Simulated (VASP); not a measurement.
Computed with r2SCAN meta-GGA, VASP's PBE PAW potentials (set 64) (plane waves; VASP 6.6.1).

A VASP calculation is set up with these files.

File POSCAR:
```
Gd
1
    1.8150000000    -3.1436720000     0.0000000000
    1.8150000000     3.1436720000     0.0000000000
    0.0000000000     0.0000000000     5.7800000000
Gd
2
Direct
  0.3333330000   0.6666670000   0.2500000000
  0.6666670000   0.3333330000   0.7500000000
```

### KPOINTS
```
Regular mesh
0
Gamma
  10 10 6
0 0 0
```

**INCAR**
```
ALGO = Normal
EDIFF = 1E-6
EDIFFG = -0.01
ENCUT = 520
IBRION = 2
ISIF = 3
ISMEAR = 1
LASPH = T
LCHARG = F
LMAXMIX = 6
LMIXTAU = T
LREAL = F
LWAVE = F
METAGGA = R2SCAN
NELM = 100
NSW = 60
PREC = Accurate
SIGMA = 0.1
SYSTEM = Gd
```

POTCAR, in this order: Gd_3 (PBE.64 set). Program: vasp_std.

The run wrote:

OUTCAR:
```
 ion  position               nearest neighbor table
   1  0.333  0.667  0.250-   2 3.57   2 3.57   2 3.57   2 3.57   2 3.57   2 3.57
   2  0.667  0.333  0.750-   1 3.57   1 3.57   1 3.57   1 3.57   1 3.57   1 3.57
  LATTYP: Found a hexagonal cell.
 ALAT       =     3.6299998132
 C/A-ratio  =     1.5922865833
 Subroutine PRICEL returns:
 Original cell was already a primitive cell.
 Subroutine GETGRP returns: Found 24 space group operations
The static configuration has the point symmetry D_3d.
 The point group associated with its full space group is D_6h.
The dynamic configuration has the point symmetry D_3d.
 Subroutine INISYM returns: Found 24 space group operations
 Subroutine IBZKPT returns following result:
 Found     56 irreducible k-points:

 Following reciprocal coordinates:
            Coordinates               Weight
  0.000000  0.000000  0.000000      1.000000
  0.100000  0.000000  0.000000      6.000000
  0.200000  0.000000  0.000000      6.000000
  0.300000  0.000000  0.000000      6.000000
  0.400000  0.000000  0.000000      6.000000
  0.500000  0.000000  0.000000      3.000000
  0.100000  0.100000  0.000000      6.000000
  0.200000  0.100000  0.000000     12.000000
  0.300000  0.100000  0.000000     12.000000
  0.400000  0.100000  0.000000     12.000000
  0.200000  0.200000  0.000000      6.000000
  0.300000  0.200000  0.000000     12.000000
  0.400000  0.200000  0.000000      6.000000
  0.300000  0.300000  0.000000      6.000000
  0.000000  0.000000  0.166667      2.000000
  0.100000  0.000000  0.166667     12.000000
  0.200000  0.000000  0.166667     12.000000
  0.300000  0.000000  0.166667     12.000000
  0.400000  0.000000  0.166667     12.000000
  0.500000  0.000000  0.166667      6.000000
  0.100000  0.100000  0.166667     12.000000
  0.200000  0.100000  0.166667     24.000000
...
```

**OSZICAR**
```
...
DAV:   4    -0.637874138816E+02   -0.53228E-01   -0.52719E-01  2118   0.433E+00
DAV:   5    -0.637903295100E+02   -0.29156E-02   -0.29089E-02  2225   0.579E-01    0.264E+01
DAV:   6    -0.615666406428E+02    0.22237E+01   -0.37946E-01  1781   0.673E+00    0.144E+01
DAV:   7    -0.600190137831E+02    0.15476E+01   -0.58155E-01  1736   0.744E+00    0.140E+00
DAV:   8    -0.611680086657E+02   -0.11490E+01   -0.63947E-01  1671   0.674E+00    0.370E+00
DAV:   9    -0.612950487660E+02   -0.12704E+00   -0.40883E-02  2008   0.177E+00    0.151E+00
DAV:  10    -0.612470679458E+02    0.47981E-01   -0.47885E-03  2392   0.497E-01    0.165E+00
DAV:  11    -0.612235750430E+02    0.23493E-01   -0.57687E-04  1882   0.335E-01    0.172E+00
DAV:  12    -0.611946348978E+02    0.28940E-01   -0.19954E-01  1476   0.532E+00    0.981E-01
DAV:  13    -0.611955205605E+02   -0.88566E-03   -0.20235E-03  1923   0.444E-01    0.106E+00
DAV:  14    -0.611942181127E+02    0.13024E-02   -0.59538E-04  1676   0.226E-01    0.885E-01
DAV:  15    -0.611951745280E+02   -0.95642E-03   -0.11734E-04  1831   0.110E-01    0.795E-01
DAV:  16    -0.611975082867E+02   -0.23338E-02   -0.19863E-03  1521   0.543E-01    0.471E-01
DAV:  17    -0.611974281210E+02    0.80166E-04   -0.13573E-04  1651   0.120E-01    0.325E-01
DAV:  18    -0.611980581352E+02   -0.63001E-03   -0.52298E-04  1536   0.215E-01    0.101E-01
DAV:  19    -0.611978973079E+02    0.16083E-03   -0.36064E-04  1516   0.176E-01    0.314E-01
DAV:  20    -0.611979308186E+02   -0.33511E-04   -0.81126E-05  1681   0.755E-02    0.335E-01
DAV:  21    -0.611980336995E+02   -0.10288E-03   -0.47614E-05  1619   0.887E-02    0.290E-01
DAV:  22    -0.611979966145E+02    0.37085E-04   -0.51689E-05  1531   0.650E-02    0.265E-01
DAV:  23    -0.611980212514E+02   -0.24637E-04   -0.19366E-05  1806   0.528E-02    0.109E-01
DAV:  24    -0.611980009114E+02    0.20340E-04   -0.28506E-05  1496   0.744E-02    0.344E-02
DAV:  25    -0.611980075059E+02   -0.65946E-05   -0.26548E-06  1741   0.136E-02    0.220E-02
DAV:  26    -0.611980040963E+02    0.34097E-05   -0.25242E-06  1506   0.172E-02    0.138E-02
DAV:  27    -0.611980157519E+02   -0.11656E-04   -0.25737E-06  1491   0.222E-02    0.882E-03
DAV:  28    -0.611980124527E+02    0.32992E-05   -0.29269E-07   763   0.696E-03    0.184E-03
DAV:  29    -0.611980125541E+02   -0.10148E-06   -0.47716E-08   773   0.199E-03
   1 F= -.61198013E+02 E0= -.61198405E+02  d E =-.611980E+02
       N       E                     dE             d eps       ncg     rms          rms(c)
DAV:   1    -0.612205371541E+02   -0.22525E-01   -0.85805E-01  1456   0.698E+00    0.659E-01
DAV:   2    -0.612076450159E+02    0.12892E-01   -0.23164E-02  1786   0.121E+00    0.489E-01
DAV:   3    -0.612065677839E+02    0.10772E-02   -0.33953E-03  1591   0.520E-01    0.279E-01
DAV:   4    -0.612053973034E+02    0.11705E-02   -0.36609E-03  2035   0.470E-01    0.109E-01
DAV:   5    -0.612056341854E+02   -0.23688E-03   -0.80477E-04  1581   0.271E-01    0.783E-02
DAV:   6    -0.612056014214E+02    0.32764E-04   -0.20991E-04  1591   0.164E-01    0.181E-02
DAV:   7    -0.612056357988E+02   -0.34377E-04   -0.92551E-05  1626   0.107E-01    0.109E-02
DAV:   8    -0.612056379429E+02   -0.21441E-05   -0.82953E-06  2155   0.256E-02    0.865E-03
DAV:   9    -0.612056374993E+02    0.44366E-06   -0.35015E-07   985   0.482E-03
   2 F= -.61205637E+02 E0= -.61206081E+02  d E =-.762495E-02
       N       E                     dE             d eps       ncg     rms          rms(c)
DAV:   1    -0.612460656596E+02   -0.40428E-01   -0.22300E+00  1456   0.113E+01    0.114E+00
DAV:   2    -0.612136617944E+02    0.32404E-01   -0.58842E-02  1856   0.193E+00    0.727E-01
DAV:   3    -0.612109451597E+02    0.27166E-02   -0.90494E-03  1561   0.841E-01    0.402E-01
DAV:   4    -0.612081348538E+02    0.28103E-02   -0.93429E-03  2080   0.742E-01    0.179E-01
DAV:   5    -0.612086670557E+02   -0.53220E-03   -0.19800E-03  1561   0.421E-01    0.125E-01
DAV:   6    -0.612085777443E+02    0.89311E-04   -0.64142E-04  1566   0.290E-01    0.479E-02
DAV:   7    -0.612086887975E+02   -0.11105E-03   -0.31320E-04  1636   0.200E-01    0.196E-02
DAV:   8    -0.612086997493E+02   -0.10952E-04   -0.21803E-05  2279   0.393E-02    0.158E-02
DAV:   9    -0.612087001277E+02   -0.37834E-06   -0.68645E-07  1272   0.593E-03
   3 F= -.61208700E+02 E0= -.61209101E+02  d E =-.106876E-01
       N       E                     dE             d eps       ncg     rms          rms(c)
DAV:   1    -0.612125602245E+02   -0.38605E-02   -0.20662E-01  1456   0.343E+00    0.361E-01
DAV:   2    -0.612095775116E+02    0.29827E-02   -0.53542E-03  1846   0.580E-01    0.211E-01
DAV:   3    -0.612093078352E+02    0.26968E-03   -0.86477E-04  1531   0.260E-01    0.117E-01
DAV:   4    -0.612091077398E+02    0.20010E-03   -0.81184E-04  2055   0.221E-01    0.543E-02
DAV:   5    -0.612091368639E+02   -0.29124E-04   -0.21306E-04  1556   0.142E-01    0.350E-02
DAV:   6    -0.612091498746E+02   -0.13011E-04   -0.76257E-05  1496   0.996E-02    0.141E-02
DAV:   7    -0.612091446864E+02    0.51882E-05   -0.30777E-05  1601   0.635E-02    0.597E-03
DAV:   8    -0.612091458733E+02   -0.11870E-05   -0.23986E-06  1802   0.153E-02    0.411E-03
DAV:   9    -0.612091444912E+02    0.13822E-05   -0.17278E-06  1430   0.140E-02    0.385E-03
DAV:  10    -0.612091449345E+02   -0.44332E-06   -0.88151E-07  1006   0.917E-03
   4 F= -.61209145E+02 E0= -.61209678E+02  d E =-.111324E-01
       N       E                     dE             d eps       ncg     rms          rms(c)
DAV:   1    -0.612092167316E+02   -0.72240E-04   -0.33806E-03  1456   0.438E-01    0.460E-02
DAV:   2    -0.612091702470E+02    0.46485E-04   -0.88549E-05  1856   0.747E-02    0.273E-02
DAV:   3    -0.612091651939E+02    0.50531E-05   -0.13921E-05  1531   0.332E-02    0.150E-02
DAV:   4    -0.612091580645E+02    0.71294E-05   -0.13704E-05  2018   0.286E-02    0.700E-03
DAV:   5    -0.612091596190E+02   -0.15545E-05   -0.31900E-06  1493   0.171E-02    0.456E-03
DAV:   6    -0.612091583360E+02    0.12831E-05   -0.11775E-06   926   0.126E-02    0.182E-03
DAV:   7    -0.612091589476E+02   -0.61161E-06   -0.55694E-07   733   0.800E-03
   5 F= -.61209159E+02 E0= -.61209678E+02  d E =-.111464E-01
       N       E                     dE             d eps       ncg     rms          rms(c)
DAV:   1    -0.612146165952E+02   -0.54583E-02   -0.15543E-01  1456   0.311E+00    0.472E-01
DAV:   2    -0.612111084211E+02    0.35082E-02   -0.92394E-03  1576   0.774E-01    0.219E-01
DAV:   3    -0.612098030412E+02    0.13054E-02   -0.23772E-03  1486   0.392E-01    0.856E-02
DAV:   4    -0.612096018267E+02    0.20121E-03   -0.82409E-04  1752   0.230E-01    0.525E-02
DAV:   5    -0.612096144531E+02   -0.12626E-04   -0.11930E-04  1991   0.106E-01    0.381E-02
DAV:   6    -0.612096150328E+02   -0.57969E-06   -0.12073E-04  1496   0.128E-01    0.174E-02
DAV:   7    -0.612096162939E+02   -0.12611E-05   -0.75309E-05  1476   0.104E-01    0.106E-02
DAV:   8    -0.612096187677E+02   -0.24737E-05   -0.64887E-06  2064   0.248E-02    0.678E-03
DAV:   9    -0.612096170272E+02    0.17405E-05   -0.40330E-07   831   0.552E-03    0.288E-03
DAV:  10    -0.612096182089E+02   -0.11817E-05   -0.32035E-07   773   0.535E-03    0.148E-03
DAV:  11    -0.612096174698E+02    0.73914E-06   -0.15192E-07   753   0.465E-03
   6 F= -.61209617E+02 E0= -.61210081E+02  d E =-.458522E-03
       N       E                     dE             d eps       ncg     rms          rms(c)
DAV:   1    -0.612099001717E+02   -0.28196E-03   -0.74100E-03  1456   0.679E-01    0.104E-01
DAV:   2    -0.612097335214E+02    0.16665E-03   -0.44501E-04  1576   0.170E-01    0.482E-02
DAV:   3    -0.612096707485E+02    0.62773E-04   -0.11070E-04  1486   0.846E-02    0.189E-02
DAV:   4    -0.612096570599E+02    0.13689E-04   -0.40734E-05  1739   0.510E-02    0.113E-02
DAV:   5    -0.612096572908E+02   -0.23090E-06   -0.54418E-06  1755   0.228E-02
   7 F= -.61209657E+02 E0= -.61210133E+02  d E =-.498343E-03
```

**OUTCAR**
```
------------------------ aborting loop because EDIFF is reached ----------------------------------------
  FORCE on cell =-STRESS in cart. coord.  units (eV):
  Direction    XX          YY          ZZ          XY          YZ          ZX
  --------------------------------------------------------------------------------------
  Total        0.0045350      0.0045350      0.0058242      0.0000000      0.0000000      0.0000000
  in kB        0.1088689      0.1088689      0.1398184      0.0000000      0.0000000      0.0000000
  external PRESSURE =       0.1191854 kB  Pullay stress =       0.0000000 kB
  volume of cell :       66.74
      direct lattice vectors                 reciprocal lattice vectors
     1.848168733 -3.201121919  0.000000000     0.270538069 -0.156195238  0.000000000
     1.848168733  3.201121919 -0.000000000     0.270538069  0.156195238  0.000000000
    -0.000000000  0.000000000  5.640364441     0.000000000  0.000000000  0.177293508
 POSITION                                       TOTAL-FORCE (eV/Angst)
 -----------------------------------------------------------------------------------
      1.84817      1.06704      1.41009         0.000000     -0.000000      0.000000
      1.84817     -1.06704      4.23027        -0.000000      0.000000      0.000000
 -----------------------------------------------------------------------------------
    total drift:                                0.000000      0.000119     -0.000009
  FREE ENERGIE OF THE ION-ELECTRON SYSTEM (eV)
  ---------------------------------------------------
  free  energy   TOTEN  =       -61.2096572908 eV

  energy  without entropy=      -61.2110851500  energy(sigma->0) =      -61.21013324

 reached required accuracy - stopping structural energy minimisation
```
(Selected blocks of OUTCAR.)

File CONTCAR:
```
Gd
   1.00000000000000
     1.8481687332501999   -3.2011219194257872    0.0000000000000000
     1.8481687332501999    3.2011219194257872   -0.0000000000000000
    -0.0000000000000000    0.0000000000000000    5.6403644413454339
  Gd
     2
Direct
     0.3333330000000032    0.6666669999999968    0.2500000000000000
     0.6666669999999968    0.3333330000000032    0.7500000000000000
```

The 4f electrons are frozen in the core of the lanthanide potential, so 4f levels, which can set the real gap, and their magnetism are missing.

The compound is Gd in the hcp structure. This run relaxes it. Symmetry was kept, so distortions that lower it aren't found.
